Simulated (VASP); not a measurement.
Output of a VASP run:

File OSZICAR:
```
       N       E                     dE             d eps       ncg     rms          rms(c)
DAV:   1     0.311597683249E+03    0.31160E+03   -0.19554E+04 16448   0.487E+03
DAV:   2     0.900163217224E+02   -0.22158E+03   -0.21527E+03 13997   0.670E+02
DAV:   3     0.567984810284E+02   -0.33218E+02   -0.32782E+02 16072   0.377E+02
DAV:   4     0.534326567546E+02   -0.33658E+01   -0.33398E+01 14809   0.102E+02
DAV:   5     0.529702570439E+02   -0.46240E+00   -0.46105E+00 16676   0.354E+01    0.338E+01
DAV:   6    -0.378174496460E+02   -0.90788E+02   -0.52350E+02  8745   0.339E+02    0.892E+00
DAV:   7    -0.409986218247E+02   -0.31812E+01   -0.73895E+00 12315   0.315E+01    0.554E+00
DAV:   8    -0.394899183894E+02    0.15087E+01   -0.94841E-01  8829   0.143E+01    0.318E+00
DAV:   9    -0.402256294239E+02   -0.73571E+00   -0.97145E-01  8710   0.145E+01    0.150E+00
DAV:  10    -0.409455084259E+02   -0.71988E+00   -0.24953E-01  8836   0.705E+00    0.629E-01
DAV:  11    -0.409602960557E+02   -0.14788E-01   -0.48460E-03 12042   0.606E-01    0.368E-01
DAV:  12    -0.409573745176E+02    0.29215E-02   -0.19842E-03  9970   0.335E-01    0.172E-01
DAV:  13    -0.409641588811E+02   -0.67844E-02   -0.21560E-03  9522   0.557E-01    0.610E-02
DAV:  14    -0.409644648975E+02   -0.30602E-03   -0.59181E-04 10614   0.246E-01    0.427E-02
DAV:  15    -0.409651447308E+02   -0.67983E-03   -0.11464E-04  9193   0.129E-01    0.214E-02
DAV:  16    -0.409651134013E+02    0.31330E-04   -0.49786E-05 10684   0.457E-02    0.826E-03
DAV:  17    -0.409651499567E+02   -0.36555E-04   -0.21306E-05  9795   0.433E-02    0.377E-03
DAV:  18    -0.409651536096E+02   -0.36529E-05   -0.96643E-07 11293   0.857E-03    0.232E-03
DAV:  19    -0.409651508639E+02    0.27457E-05   -0.52455E-07  9179   0.600E-03    0.897E-04
DAV:  20    -0.409651529060E+02   -0.20421E-05   -0.48553E-08  4614   0.248E-03    0.513E-04
DAV:  21    -0.409651528060E+02    0.10004E-06   -0.29693E-08  4628   0.115E-03    0.204E-04
DAV:  22    -0.409651530967E+02   -0.29070E-06   -0.62515E-09  4467   0.693E-04    0.267E-04
DAV:  23    -0.409651531313E+02   -0.34584E-07   -0.12343E-09  4516   0.266E-04
   1 F= -.40965153E+02 E0= -.40965153E+02  d E =0.000000E+00
       N       E                     dE             ncg
```

**OUTCAR**
```
------------------------ aborting loop because EDIFF is reached ----------------------------------------
  FORCE on cell =-STRESS in cart. coord.  units (eV):
  Direction    XX          YY          ZZ          XY          YZ          ZX
  --------------------------------------------------------------------------------------
  Total        0.0774218      0.0774218     -0.0674788      0.0000000      0.0000000      0.0000000
  in kB        3.0987598      3.0987598     -2.7007948      0.0000000      0.0000000      0.0000000
  external PRESSURE =       1.1655750 kB  Pullay stress =       0.0000000 kB
  volume of cell :       40.03
      direct lattice vectors                 reciprocal lattice vectors
    -1.596523446  1.596523446  3.926227896     0.000000000  0.313180493  0.127348695
     1.596523446 -1.596523446  3.926227896     0.313180493  0.000000000  0.127348695
     1.596523446  1.596523446 -3.926227896     0.313180493  0.313180493  0.000000000
 POSITION                                       TOTAL-FORCE (eV/Angst)
 -----------------------------------------------------------------------------------
      0.00000      0.00000      5.22514         0.000000      0.000000     -0.017524
      0.00000      0.00000      2.62731        -0.000000     -0.000000      0.017524
      0.00000      0.00000      0.00000        -0.000000     -0.000000     -0.000000
 -----------------------------------------------------------------------------------
    total drift:                               -0.000000      0.000000     -0.000000
  FREE ENERGIE OF THE ION-ELECTRON SYSTEM (eV)
  ---------------------------------------------------
  free  energy   TOTEN  =       -40.9651531313 eV

  energy  without entropy=      -40.9651531313  energy(sigma->0) =      -40.96515313

 total charge

# of ion       s       p       d       tot
------------------------------------------
    1        0.750   0.886   0.000   1.636
    2        0.750   0.886   0.000   1.636
    3        2.279   6.196   4.153  12.628
--------------------------------------------------
tot          3.779   7.969   4.153  15.900

 Electric field gradients after diagonalization (V/A^2)
 (convention: |V_zz| > |V_xx| > |V_yy|)
----------------------------------------------------------------------
 ion       V_xx      V_yy      V_zz     asymmetry (V_yy - V_xx)/ V_zz
----------------------------------------------------------------------
   1       5.777     5.777   -11.553       0.000
   2       5.777     5.777   -11.553       0.000
   3      27.508    27.506   -55.014       0.000
```
(Selected blocks of OUTCAR.)

File POSCAR:
```
MoSi2
1
   -1.5965234465     1.5965234465     3.9262278957
    1.5965234465    -1.5965234465     3.9262278957
    1.5965234465     1.5965234465    -3.9262278957
Si Mo
2 1
Direct
  0.6654150084   0.6654150084   0.0000000000
  0.3345849916   0.3345849916   0.0000000000
  1.0000000000   1.0000000000   0.0000000000
```

Problem. Write an INCAR and KPOINTS that could have produced this output.

Solution. Several could match; the one computed here: the input of the run itself, TPSS meta-GGA, plane waves, VASP's PBE PAW potentials (set 64).

KPOINTS_OPT:
```
k-points along high-symmetry lines
6
Line-mode
Reciprocal
  0.000000   0.000000   0.000000 ! GAMMA
  0.000000   0.000000   0.500000 ! X

  0.000000   0.000000   0.500000 ! X
  0.250000   0.250000   0.250000 ! P

  0.250000   0.250000   0.250000 ! P
  0.000000   0.500000  -0.000000 ! N

  0.000000   0.500000  -0.000000 ! N
  0.000000   0.000000   0.000000 ! GAMMA

  0.000000   0.000000   0.000000 ! GAMMA
  0.500000   0.500000  -0.500000 ! M

  0.500000   0.500000  -0.500000 ! M
  0.291803   0.708197  -0.291803 ! S

 -0.291803   0.291803   0.291803 ! S_0
  0.000000   0.000000   0.000000 ! GAMMA

  0.000000   0.000000   0.500000 ! X
 -0.083607   0.083607   0.500000 ! R

  0.500000   0.500000  -0.083607 ! G
  0.500000   0.500000  -0.500000 ! M
```

KPOINTS:
```
Automatic
0
G
15 15 15
0 0 0
```

INCAR:
```
EDIFF=1E-7   ! SCF stop (eV)
ISMEAR=-5   ! tetrahedra, Bloechl
LREAL=.FALSE.   ! projection in real space or not
LMAXMIX=4
LEFG=.TRUE.
LWAVE=.FALSE.
METAGGA=TPSS
ALGO=Normal
LASPH=.TRUE.   ! aspherical one-centre terms
LMIXTAU=.TRUE.
NELM=100
PREC=Accurate
SYSTEM=MoSi2
LCHARG=.FALSE.
LORBIT=11   ! lm-projected
ISIF=2
NEDOS=601
ENCUT=520
```

POTCAR, in this order: Si Mo_sv (PBE.64 set). Program: vasp_std.

For a metal the tetrahedron method with Blöchl corrections gives inexact stress and forces.

The compound is MoSi2 in the MoSi2 type structure. It was relaxed first.
